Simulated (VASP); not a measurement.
# BaFeO3: structure and properties in VASP, part 6 of 9

Aim: relax BaFeO3, then compute properties on the relaxed cell. Left out of this account: 1 further run (relaxation: a spoilt try). The start is a cell from a database of measured crystal structures.

VASP 6.6.1, plane waves and PAW; the level of theory is named at each step.

Still holding for the runs below: The magnetic order is the lowest of the few collinear ones that converged above; longer or canted patterns were not tried.

So far. Step 6 (The orders side by side): The session goes on in the lowest magnetic state found: ferromagnetic. The next one lies 11.0 meV an atom higher. Step 7 (Relaxing cell and atoms (PBEsol + U)): It ends with forces that vanish by symmetry and a pressure of 0.00 GPa. The relaxed cell has a = 3.936 Å (conventional setting).

The database entry behind the starting cell differs from later determinations by our own check (an axis about 1.3 % long against later determinations), so it need not match the best structure at ambient conditions.

**8. Second relaxation**

Level of this step: PBEsol, DFT+U (Fe d 3 eV), spin-polarised from a ferromagnetic start; plane waves and PAW (Ba_sv, Fe, O) (VASP).

A relaxation keeps the plane waves of the cell it began with, so it is repeated from the new cell, on a basis made for it.

File INCAR:

```
SYSTEM = BaFeO3
PREC = Accurate
ENCUT = 520
EDIFF = 1E-06
NELM = 100
ISMEAR = 0
SIGMA = 0.05
LREAL = .FALSE.
ALGO = Normal
GGA = PS
NBANDS = 29
ISPIN = 2
MAGMOM = 0.01 3.69 0.1 0.1 0.1
LDAU = .TRUE.
LDAUTYPE = 2
LDAUL = -1 2 -1
LDAUU = 0 3 0
LDAUJ = 0 0 0
LDAUPRINT = 1
LASPH = .TRUE.
LMAXMIX = 4
LORBIT = 11
LWAVE = .FALSE.
LCHARG = .FALSE.
KPAR = 8
IBRION = 2
NSW = 60
ISIF = 3
EDIFFG = -0.01
```

File POSCAR:

```
BaFeO3
1.0
    3.9356229356      0.0000000000      0.0000000000
    0.0000000000      3.9356229356      0.0000000000
    0.0000000000      0.0000000000      3.9356229356
Ba Fe O
1 1 3
Direct
    0.0000000000      0.0000000000      0.0000000000
    0.5000000000      0.5000000000      0.5000000000
    0.5000000000      0.5000000000      0.0000000000
    0.0000000000      0.5000000000      0.5000000000
    0.5000000000      0.0000000000      0.5000000000
```

File KPOINTS:

```
Automatic mesh
0
Gamma
7 7 7
0 0 0
```

Potentials, in the order of the species: Ba_sv, Fe and O (PBE family, release 64).

Launch:

```console
$ mpirun -np 8 vasp_std
```

What it wrote:

```text
[... set-up lines as in an earlier step ...]
 entering main loop
       N       E                     dE             d eps       ncg     rms          rms(c)
DAV:   1     0.306696376575E+03    0.30670E+03   -0.17532E+04  2320   0.132E+03
DAV:   2    -0.159702958822E+02   -0.32267E+03   -0.29321E+03  2522   0.330E+02
DAV:   3    -0.456197954391E+02   -0.29649E+02   -0.28861E+02  2796   0.112E+02
DAV:   4    -0.464337949042E+02   -0.81400E+00   -0.81023E+00  3132   0.179E+01
DAV:   5    -0.464504249312E+02   -0.16630E-01   -0.16624E-01  2831   0.219E+00    0.288E+01
DAV:   6    -0.439511563108E+02    0.24993E+01   -0.53917E+01  3024   0.951E+01    0.633E+01
DAV:   7    -0.352954805584E+02    0.86557E+01   -0.42182E+01  2573   0.127E+02    0.152E+01
DAV:   8    -0.346829124613E+02    0.61257E+00   -0.35374E+00  3203   0.289E+01    0.710E+00
DAV:   9    -0.345155716073E+02    0.16734E+00   -0.95323E-01  3341   0.179E+01    0.344E+00
DAV:  10    -0.345193739545E+02   -0.38023E-02   -0.15498E-01  2615   0.289E+00    0.214E+00
DAV:  11    -0.345042999389E+02    0.15074E-01   -0.21716E-02  2698   0.296E+00    0.866E-01
DAV:  12    -0.345047293787E+02   -0.42944E-03   -0.91174E-03  3058   0.125E+00    0.413E-01
DAV:  13    -0.345055953268E+02   -0.86595E-03   -0.26053E-03  2965   0.796E-01    0.306E-01
DAV:  14    -0.345052023862E+02    0.39294E-03   -0.84549E-04  3091   0.515E-01    0.101E-01
DAV:  15    -0.345052259057E+02   -0.23520E-04   -0.12287E-04  3509   0.103E-01    0.396E-02
DAV:  16    -0.345052279466E+02   -0.20408E-05   -0.10273E-05  3112   0.315E-02    0.212E-02
DAV:  17    -0.345052276629E+02    0.28360E-06   -0.83792E-06  2556   0.525E-02
   1 F= -.34505228E+02 E0= -.34504457E+02  d E =-.345052E+02  mag=     4.0002
 curvature:   0.00 expect dE= 0.000E+00 dE for cont linesearch  0.000E+00
 trial: gam= 0.00000 g(F)=  0.000E+00 g(S)=  0.559E-05 ort = 0.000E+00 (trialstep = 0.100E+01)
 search vector abs. value=  0.559E-05
 reached required accuracy - stopping structural energy minimisation
```

The job ended after 9 s (8 MPI ranks of Intel Xeon 6975P-C (Granite Rapids), shared host; peak memory 1.9 GiB; 68 s of CPU time).

Parts of OUTCAR (step 8):

```text
   ENCUT  =  520.0 eV  38.22 Ry    6.18 a.u.   7.32  7.32  7.32*2*pi/ulx,y,z

   NELECT =      36.0000    total number of electrons

atom =   2  type =  2  l = 2

 onsite density matrix

spin component  1

  0.9815 -0.0000 -0.0000 -0.0000  0.0000
 -0.0000  0.9815 -0.0000 -0.0000 -0.0000
 -0.0000 -0.0000  0.8911 -0.0000 -0.0000
 -0.0000 -0.0000 -0.0000  0.9815  0.0000
  0.0000 -0.0000 -0.0000  0.0000  0.8911

spin component  2

  0.1813  0.0000  0.0000  0.0000 -0.0000
  0.0000  0.1813  0.0000  0.0000  0.0000
  0.0000  0.0000  0.3177  0.0000  0.0000
  0.0000  0.0000  0.0000  0.1813 -0.0000
 -0.0000  0.0000  0.0000 -0.0000  0.3177

 occupancies and eigenvectors

  o =  0.1813  v =  0.0000  0.0000  0.0000  0.0000  0.0000  0.0000  1.0000 -0.0000  0.0013 -0.0000      0.0000  0.0000  0.0000  0.0000  0.0000  0.0000  0.0000  0.0000  0.0000  0.0000
  o =  0.1813  v =  0.0000  0.0000  0.0000  0.0000  0.0000  0.0000  0.0013  0.0000 -1.0000 -0.0000      0.0000  0.0000  0.0000  0.0000  0.0000  0.0000  0.0000  0.0000  0.0000  0.0000
  o =  0.1813  v =  0.0000  0.0000  0.0000  0.0000  0.0000  1.0000  0.0000  0.0000  0.0000  0.0000      0.0000  0.0000  0.0000  0.0000  0.0000  0.0000  0.0000  0.0000  0.0000  0.0000
  o =  0.3177  v =  0.0000  0.0000  0.0000  0.0000  0.0000  0.0000 -0.0000  0.0481  0.0000 -0.9988      0.0000  0.0000  0.0000  0.0000  0.0000  0.0000  0.0000  0.0000  0.0000  0.0000
  o =  0.3177  v =  0.0000  0.0000  0.0000  0.0000  0.0000  0.0000  0.0000 -0.9988  0.0000 -0.0481      0.0000  0.0000  0.0000  0.0000  0.0000  0.0000  0.0000  0.0000  0.0000  0.0000
  o =  0.8911  v =  0.0000 -0.0000  0.9997  0.0000  0.0264  0.0000  0.0000  0.0000  0.0000  0.0000      0.0000  0.0000  0.0000  0.0000  0.0000  0.0000  0.0000  0.0000  0.0000  0.0000
  o =  0.8911  v =  0.0000  0.0000 -0.0264  0.0000  0.9997  0.0000  0.0000  0.0000  0.0000  0.0000      0.0000  0.0000  0.0000  0.0000  0.0000  0.0000  0.0000  0.0000  0.0000  0.0000
  o =  0.9815  v =  0.0000  0.1040  0.0000 -0.9946  0.0000  0.0000  0.0000  0.0000  0.0000  0.0000      0.0000  0.0000  0.0000  0.0000  0.0000  0.0000  0.0000  0.0000  0.0000  0.0000
  o =  0.9815  v =  1.0000  0.0000  0.0000  0.0000  0.0000  0.0000  0.0000  0.0000  0.0000  0.0000      0.0000  0.0000  0.0000  0.0000  0.0000  0.0000  0.0000  0.0000  0.0000  0.0000
  o =  0.9815  v =  0.0000  0.9946  0.0000  0.1040 -0.0000  0.0000  0.0000  0.0000  0.0000  0.0000      0.0000  0.0000  0.0000  0.0000  0.0000  0.0000  0.0000  0.0000  0.0000  0.0000

 E-fermi :   3.0038

 spin component 1
 k-point     1 :       0.0000    0.0000    0.0000
  band No.  band energies     occupation
    ...
     17       1.5384      1.00000
     18       1.5384      1.00000
     19       2.5455      1.00000
     20       2.5455      1.00000
     21       2.5455      1.00000
     22       7.9729      0.00000
     23       7.9729      0.00000
     24       9.8433      0.00000
     25      11.0531      0.00000
     26      11.0531      0.00000
    ...

 k-point     2 :       0.1429    0.0000    0.0000
  band No.  band energies     occupation
    ...
     17       1.5305      1.00000
     18       1.5305      1.00000
     19       2.3808      1.00000
     20       2.4780      1.00000
     21       2.4780      1.00000
     22       8.3654      0.00000
     23       8.4032      0.00000
     24      10.3302      0.00000
     25      11.1176      0.00000
     26      11.3996      0.00000
    ...

  Total        0.0138919      0.0138919      0.0138919     -0.0000000      0.0000000     -0.0000000
  in kB        0.3651175      0.3651175      0.3651175     -0.0000000      0.0000000     -0.0000000
  external PRESSURE =       0.3651175 kB  Pullay stress =       0.0000000 kB

 POSITION                                       TOTAL-FORCE (eV/Angst)
 -----------------------------------------------------------------------------------
      0.00000      0.00000      0.00000         0.000000      0.000000      0.000000
      1.96781      1.96781      1.96781         0.000000      0.000000      0.000000
      1.96781      1.96781      0.00000         0.000000      0.000000      0.000000
      0.00000      1.96781      1.96781         0.000000      0.000000      0.000000
      1.96781      0.00000      1.96781         0.000000      0.000000      0.000000
 -----------------------------------------------------------------------------------
    total drift:                                0.000000      0.000000     -0.000000

  FREE ENERGIE OF THE ION-ELECTRON SYSTEM (eV)
  ---------------------------------------------------
  free  energy   TOTEN  =       -34.5052276629 eV

  energy  without entropy=      -34.5036871534  energy(sigma->0) =      -34.50445741

 magnetization (x)
# of ion       s       p       d       tot
------------------------------------------
    1        0.001   0.007   0.007   0.016
    2        0.026   0.025   3.547   3.598
    3        0.010   0.081   0.000   0.091
    4        0.010   0.081   0.000   0.091
    5        0.010   0.081   0.000   0.091
--------------------------------------------------
tot          0.058   0.276   3.554   3.887

[... 5 parts as in an earlier step ...]

[... 17 further parts left out ...]
```

CONTCAR:

```
BaFeO3
   1.00000000000000
     3.9356229356000001    0.0000000000000000    0.0000000000000000
     0.0000000000000000    3.9356229356000001    0.0000000000000000
     0.0000000000000000    0.0000000000000000    3.9356229356000001
  Ba              Fe              O
     1     1     3
Direct
     0.0000000000000000    0.0000000000000000    0.0000000000000000
     0.5000000000000000    0.5000000000000000    0.5000000000000000
     0.5000000000000000    0.5000000000000000    0.0000000000000000
     0.0000000000000000    0.5000000000000000    0.5000000000000000
     0.5000000000000000    0.0000000000000000    0.5000000000000000
```

Little changed from the start: no atom moved by 0.005 Å and no cell edge by 0.1 %.

Numbers from this step:

```yaml
energy_at_zero_smearing: -34.50 eV
pressure: 0.03651 GPa
moment_of_the_cell_from_the_last_line_of_the_log: 4.000 μB
scf_cycles_over_all_ionic_steps: 17
```

It ends with forces that vanish by symmetry and a pressure of 0.04 GPa. The volume moved by under 0.01 %: the run met its threshold at the first step.

**9. Single point with fields (PBEsol + U)**

The relaxed cell gets a fresh self-consistent run, on a basis set for its own volume, to fix the density and to check the remaining stress.

INCAR: that of step 8 with these lines changed.

```diff
@@ -23,7 +23,5 @@
 LWAVE = .FALSE.
-LCHARG = .FALSE.
-KPAR = 8
-IBRION = 2
-NSW = 60
-ISIF = 3
-EDIFFG = -0.01
+LCHARG = .TRUE.
+ISIF = 2
+LELF = .TRUE.
+LVHAR = .TRUE.
```

POSCAR is that of step 8.

KPOINTS is that of step 8.

Launch:

```console
$ mpirun -np 8 vasp_std
```

What it wrote:

```text
[banner, memory and clock lines left out]
running    8 mpi-ranks, on    1 nodes
 distrk:  each k-point on    8 cores,    1 groups
 distr:  one band on    1 cores,    8 groups

 POSCAR found type information on POSCAR BaFeO
 POSCAR found :  3 types and       5 ions
 [... a notice as in an earlier step ...]

 [... a notice as in an earlier step ...]

 LDA part: xc-table for (Slater+PW92), standard interpolation
|                                                                             |
|           W    W    AA    RRRRR   N    N  II  N    N   GGGG   !!!           |
|           W    W   A  A   R    R  NN   N  II  NN   N  G    G  !!!           |
|           W    W  A    A  R    R  N N  N  II  N N  N  G       !!!           |
|           W WW W  AAAAAA  RRRRR   N  N N  II  N  N N  G  GGG   !            |
|           WW  WW  A    A  R   R   N   NN  II  N   NN  G    G                |
|           W    W  A    A  R    R  N    N  II  N    N   GGGG   !!!           |
|                                                                             |
|     The number of bands has been changed from the values supplied in        |
|     The orbitals not found in the WAVECAR file will be initialized with     |
|     random numbers, which is usually adequate. For correlated               |
|     calculations, however, you should redo the groundstate calculation.     |
|     I found NBANDS = 29. Now, NBANDS = 32.                                  |
|                                                                             |

 POSCAR, INCAR and KPOINTS ok, starting setup
 FFT: planning ... GRIDC
 FFT: planning ... GRID_SOFT
 FFT: planning ... GRID
 WAVECAR not read
 entering main loop
       N       E                     dE             d eps       ncg     rms          rms(c)
DAV:   1     0.292866346581E+03    0.29287E+03   -0.17366E+04  2560   0.120E+03
DAV:   2    -0.188962810565E+02   -0.31176E+03   -0.28160E+03  2800   0.308E+02
DAV:   3    -0.457749866588E+02   -0.26879E+02   -0.26288E+02  3136   0.999E+01
DAV:   4    -0.464360494427E+02   -0.66106E+00   -0.65933E+00  3224   0.152E+01
DAV:   5    -0.464505606988E+02   -0.14511E-01   -0.14509E-01  3240   0.199E+00    0.288E+01
DAV:   6    -0.440593088835E+02    0.23913E+01   -0.42904E+01  3368   0.862E+01    0.639E+01
DAV:   7    -0.353479564702E+02    0.87114E+01   -0.39129E+01  2888   0.116E+02    0.151E+01
DAV:   8    -0.346620374227E+02    0.68592E+00   -0.29730E+00  3480   0.263E+01    0.704E+00
DAV:   9    -0.345156384000E+02    0.14640E+00   -0.81257E-01  3760   0.154E+01    0.340E+00
DAV:  10    -0.345197603713E+02   -0.41220E-02   -0.14117E-01  2904   0.257E+00    0.210E+00
DAV:  11    -0.345037480341E+02    0.16012E-01   -0.25507E-02  3008   0.310E+00    0.746E-01
DAV:  12    -0.345047574666E+02   -0.10094E-02   -0.72316E-03  3312   0.945E-01    0.440E-01
DAV:  13    -0.345056403979E+02   -0.88293E-03   -0.14486E-03  3344   0.570E-01    0.321E-01
DAV:  14    -0.345052141710E+02    0.42623E-03   -0.72490E-04  3360   0.485E-01    0.103E-01
DAV:  15    -0.345052270804E+02   -0.12909E-04   -0.99199E-05  3952   0.880E-02    0.457E-02
DAV:  16    -0.345052277133E+02   -0.63292E-06   -0.94631E-06  3064   0.364E-02
   1 F= -.34505228E+02 E0= -.34504463E+02  d E =-.152897E-02  mag=     3.9994
```

Run time: 8.6 s. Hardware: 8 MPI ranks; peak memory 1 GiB.

Parts of OUTCAR (step 9):

```text
   k-points           NKPTS =     20   k-points in BZ     NKDIM =     20   number of bands    NBANDS=     32

   NELECT =      36.0000    total number of electrons

atom =   2  type =  2  l = 2

 onsite density matrix

spin component  1

  0.9815 -0.0000 -0.0000  0.0000 -0.0000
 -0.0000  0.9815  0.0000 -0.0000  0.0000
 -0.0000  0.0000  0.8908  0.0000 -0.0000
  0.0000 -0.0000  0.0000  0.9815  0.0000
 -0.0000  0.0000 -0.0000  0.0000  0.8908

spin component  2

  0.1815  0.0000 -0.0000 -0.0000  0.0000
  0.0000  0.1815  0.0000 -0.0000 -0.0000
 -0.0000  0.0000  0.3176 -0.0000  0.0000
 -0.0000 -0.0000 -0.0000  0.1815  0.0000
  0.0000 -0.0000  0.0000  0.0000  0.3176

 occupancies and eigenvectors

  o =  0.1815  v =  0.0000  0.0000  0.0000  0.0000  0.0000  1.0000  0.0000  0.0000  0.0000  0.0000      0.0000  0.0000  0.0000  0.0000  0.0000  0.0000  0.0000  0.0000  0.0000  0.0000
  o =  0.1815  v =  0.0000  0.0000  0.0000  0.0000  0.0000  0.0000  0.0072  0.0000 -1.0000 -0.0000      0.0000  0.0000  0.0000  0.0000  0.0000  0.0000  0.0000  0.0000  0.0000  0.0000
  o =  0.1815  v =  0.0000  0.0000  0.0000  0.0000  0.0000  0.0000 -1.0000 -0.0000 -0.0072 -0.0000      0.0000  0.0000  0.0000  0.0000  0.0000  0.0000  0.0000  0.0000  0.0000  0.0000
  o =  0.3176  v =  0.0000  0.0000  0.0000  0.0000  0.0000  0.0000 -0.0000  0.9981  0.0000 -0.0617      0.0000  0.0000  0.0000  0.0000  0.0000  0.0000  0.0000  0.0000  0.0000  0.0000
  o =  0.3176  v =  0.0000  0.0000  0.0000  0.0000  0.0000  0.0000 -0.0000  0.0617 -0.0000  0.9981      0.0000  0.0000  0.0000  0.0000  0.0000  0.0000  0.0000  0.0000  0.0000  0.0000
  o =  0.8908  v =  0.0000  0.0000 -0.0852  0.0000 -0.9964  0.0000  0.0000  0.0000  0.0000  0.0000      0.0000  0.0000  0.0000  0.0000  0.0000  0.0000  0.0000  0.0000  0.0000  0.0000
  o =  0.8908  v =  0.0000 -0.0000 -0.9964 -0.0000  0.0852  0.0000  0.0000  0.0000  0.0000  0.0000      0.0000  0.0000  0.0000  0.0000  0.0000  0.0000  0.0000  0.0000  0.0000  0.0000
  o =  0.9815  v =  0.0000  0.9997 -0.0000 -0.0264  0.0000  0.0000  0.0000  0.0000  0.0000  0.0000      0.0000  0.0000  0.0000  0.0000  0.0000  0.0000  0.0000  0.0000  0.0000  0.0000
  o =  0.9815  v =  1.0000  0.0000  0.0000  0.0000  0.0000  0.0000  0.0000  0.0000  0.0000  0.0000      0.0000  0.0000  0.0000  0.0000  0.0000  0.0000  0.0000  0.0000  0.0000  0.0000
  o =  0.9815  v =  0.0000  0.0264 -0.0000  0.9997  0.0000  0.0000  0.0000  0.0000  0.0000  0.0000      0.0000  0.0000  0.0000  0.0000  0.0000  0.0000  0.0000  0.0000  0.0000  0.0000

 E-fermi :   3.0052

 spin component 1
 k-point     1 :       0.0000    0.0000    0.0000
  band No.  band energies     occupation
    ...
     17       1.5383      1.00000
     18       1.5383      1.00000
     19       2.5455      1.00000
     20       2.5455      1.00000
     21       2.5455      1.00000
     22       7.9724      0.00000
     23       7.9724      0.00000
     24       9.8433      0.00000
     25      11.0530      0.00000
     26      11.0530      0.00000
    ...

 k-point     2 :       0.1429    0.0000    0.0000
  band No.  band energies     occupation
    ...
     17       1.5304      1.00000
     18       1.5304      1.00000
     19       2.3810      1.00000
     20       2.4780      1.00000
     21       2.4780      1.00000
     22       8.3649      0.00000
     23       8.4028      0.00000
     24      10.3302      0.00000
     25      11.1174      0.00000
     26      11.3994      0.00000
    ...

  Total       -0.0522208     -0.0522208     -0.0522208     -0.0000000     -0.0000000      0.0000000
  in kB       -1.3725049     -1.3725049     -1.3725049     -0.0000000     -0.0000000      0.0000000
  external PRESSURE =      -1.3725049 kB  Pullay stress =       0.0000000 kB

  FREE ENERGIE OF THE ION-ELECTRON SYSTEM (eV)
  ---------------------------------------------------
  free  energy   TOTEN  =       -34.5052277133 eV

  energy  without entropy=      -34.5036987435  energy(sigma->0) =      -34.50446323

[... 9 parts as in an earlier step ...]

[... 14 further parts left out ...]
```

With spin, VASP writes an ELF for each channel.

This step gave:

```
SCF cycles                                        : 16
bands                                             : 32
Fermi energy                                      : 3.005 eV
pressure                                          : -0.1373 GPa
moment of the cell, from the last line of the log : 3.999 μB
```

Valence electrons inside each PAW sphere by angular momentum. Sphere charges, by row:

| atom | s (e) | p (e) | d (e) | tot (e) |
| --- | --- | --- | --- | --- |
| Ba1 | 2.006 | 5.639 | 0.36 | 8.006 |
| Fe2 | 0.409 | 0.626 | 5.878 | 6.913 |
| O3 | 1.564 | 3.395 | 0 | 4.959 |
| O4 | 1.564 | 3.395 | 0 | 4.959 |
| O5 | 1.564 | 3.395 | 0 | 4.959 |

Spin density in the ac plane at fractional y = 0.500, with atoms of Fe and O within 0.2 Å of it.

Ten even steps from '_' (-0.1 e/Å³) to '@' (5.2 e/Å³), each cell a mean:
```
____________________________
____________________________
____________________________
____________________________
____________..::..__________
__________::++**==..________
__________--##@@**::________
__________::**##++..________
__________..::--::__________
____________________________
____________________________
____________________________
____________________________
____________________________
```
Columns run along a (3.9 Å), rows up along c (3.9 Å). Atoms in or near the plane, at fractional coordinates: Fe at (0.50, 0.50), O at (0.50, 0.00), O at (0.00, 0.50).

ELF of up spins in the ac plane at fractional y = 0.500, with atoms of Fe and O within 0.2 Å of it. It is the smooth field of the valence electrons, not physical close to the nuclei.

Ten even steps from '0' (0.00) to '9' (0.85), each cell a mean:
```
00148986897300
00026888885100
32112455531013
87311122211157
99621110111389
88832000012588
46842000002586
78842000012588
99731100011489
98411122211268
54101344321124
10014788863101
00048986897200
00159974898300
```
Columns run along a (3.9 Å), rows up along c (3.9 Å). Atoms in or near the plane, at fractional coordinates: Fe at (0.50, 0.50), O at (0.50, 0.00), O at (0.00, 0.50).

Valence density in the ac plane at fractional y = 0.500, with atoms of Fe and O within 0.2 Å of it. It is the smooth field of the valence electrons, not physical close to the nuclei.

Ten even steps from '_' (0.0 e/Å³) to '@' (7.6 e/Å³), each cell a mean:
```
__________::**##++..________
__________..::--::..________
______________..____________
____________________________
::..________..::..______....
##==..____::++**==..____::++
@@**::__..--##@@**::__..--##
%%++..____::**##++..____::**
--::..____..::--::______..::
______________..____________
____________________________
__________....::..__________
__________::++**==..________
__________--%%@@##::________
```
Columns run along a (3.9 Å), rows up along c (3.9 Å). Atoms in or near the plane, at fractional coordinates: Fe at (0.50, 0.50), O at (0.50, 0.00), O at (0.00, 0.50).

In this run the pressure is -0.14 GPa, small enough to go on.

(Part 6 of 9 ends here.)

[Lines on the potential files, build, host, timing and source positions are cut from VASP's logs without a mark.]

[Logs are printed without paths, hosts, clocks, repeated set-up lines and the standing remarks that a program may print on its own settings, such as how far it seeks lower states.]

[Hosts, paths, dates, database ids (printed as entryN), source tags and the programs' standing remarks are cut or masked in the printed files.]

[A measured line is paired with the nearest computed mode of its activity, which favours agreement.]
